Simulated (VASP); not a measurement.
Here is a VASP 6.6.1 calculation.

INCAR

```
SYSTEM = KMgF3
ALGO = Normal
EDIFF = 1E-7
ENCUT = 520
ISIF = 2
ISMEAR = 0
LASPH = .True.
LCHARG = .False.
LREAL = .False.
LWAVE = .False.
NBANDS = 24
NELM = 100
PREC = Accurate
SIGMA = 0.05
```

File KPOINTS:

```
k-points
0
Gamma
  6 6 6
  0 0 0
```

POSCAR

```
KMgF3
1.0
    3.9859000000      0.0099647500      0.0000000000
    0.0099647500      3.9859000000      0.0000000000
    0.0000000000      0.0000000000      3.9859000000
K Mg F
1 1 3
Direct
    0.5000000000      0.5000000000      0.5000000000
    0.0000000000      0.0000000000      0.0000000000
    0.5000000000      0.0000000000      0.0000000000
    0.0000000000      0.5000000000      0.0000000000
    0.0000000000      0.0000000000      0.5000000000
```

Potentials or basis: VASP PAW LDA potentials, release 64 (K_sv, Mg, F).

Launch:

```sh
$ cat potpaw_LDA.64/K_sv/POTCAR potpaw_LDA.64/Mg/POTCAR potpaw_LDA.64/F/POTCAR > POTCAR
$ mpirun -np 1 vasp_std > vasp.out
```

(1) What does it give for the band gap on the k mesh?

(2) Estimate the pressure.

Results:

(1) 6.95 eV, indirect (least direct gap 7.27 eV).

(2) -5.2 GPa.
